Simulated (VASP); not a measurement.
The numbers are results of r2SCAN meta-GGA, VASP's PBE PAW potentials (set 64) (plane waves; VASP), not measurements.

VASP ran on this input.

INCAR:
```
LREAL = .False.
LWAVE = .False.
NEDOS = 601   # DOS grid
SYSTEM = ZrAs
METAGGA = R2SCAN
ISMEAR = -5   # tetrahedra, Bloechl
ENCUT = 400   # plane-wave cut-off (eV)
ISIF = 2   # forces and stress, cell fixed
NELM = 100   # most electronic steps
ALGO = Normal   # blocked Davidson
LMIXTAU = .True.
LCHARG = .False.
PREC = Accurate
EDIFF = 1E-7
LORBIT = 11   # lm-projected
LASPH = .True.   # aspherical one-centre terms
LMAXMIX = 4   # l cut-off of mixed one-centre charges
```

File KPOINTS:
```
K-points
0
gamma
 12 12 12
0 0 0
```

**KPOINTS_OPT**
```
k-points along high-symmetry lines
10
Line-mode
Reciprocal
  0.000000   0.000000   0.000000 ! GAMMA
 -0.500000  -0.500000   0.000000 ! X

 -0.500000  -0.500000   0.000000 ! X
 -0.375000  -0.375000   0.250000 ! U

 -0.375000   0.000000   0.375000 ! K
  0.000000   0.000000   0.000000 ! GAMMA

  0.000000   0.000000   0.000000 ! GAMMA
 -0.000000   0.000000   0.500000 ! L

 -0.000000   0.000000   0.500000 ! L
 -0.500000  -0.250000   0.250000 ! W

 -0.500000  -0.250000   0.250000 ! W
 -0.500000  -0.500000   0.000000 ! X
```

POSCAR:
```
ZrAs
1.0
  0.0000000000   3.0182695333   3.0182695333
  3.0182695333   0.0000000000   3.0182695333
  3.0182695333   3.0182695333   0.0000000000
Zr As
1 1
Cartesian
  0.0000000000   0.0000000000   0.0000000000
  1.5091347666   1.5091347666   1.5091347666
```

POTCAR, in this order: Zr_sv As (PBE.64 set). Program: vasp_std.

For a metal the tetrahedron method with Blöchl corrections gives inexact stress and forces.

Problem. Estimate the energy per atom (σ→0), band gap (over mesh and band path).

Solution. 
The energy per atom (σ→0) comes out as -19.371 eV/atom and the band gap (over mesh and band path) is none (metal, semimetal or under 0.01 eV).

File OSZICAR:
```
...
DAV:  20    -0.387418476301E+02   -0.31028E-05   -0.16904E-05  2016   0.384E-02    0.695E-03
DAV:  21    -0.387418497233E+02   -0.20932E-05   -0.75170E-06  2416   0.238E-02    0.243E-03
DAV:  22    -0.387418522344E+02   -0.25110E-05   -0.30376E-06  1960   0.174E-02    0.164E-03
DAV:  23    -0.387418557216E+02   -0.34873E-05   -0.51800E-06  1884   0.209E-02    0.108E-03
DAV:  24    -0.387418551137E+02    0.60795E-06   -0.58216E-07  2244   0.536E-03    0.573E-04
DAV:  25    -0.387418550412E+02    0.72468E-07   -0.85610E-08  1244   0.269E-03
   1 F= -.38741855E+02 E0= -.38741855E+02  d E =0.000000E+00
       N       E                     dE             ncg
```

The structure was generated: ZrAs was put into the zinc blende type (F-43m), which need not be its known phase. It was relaxed first, which changed the volume by -30 %. The electron count is odd and the run is not spin-polarised, which forces a metal.
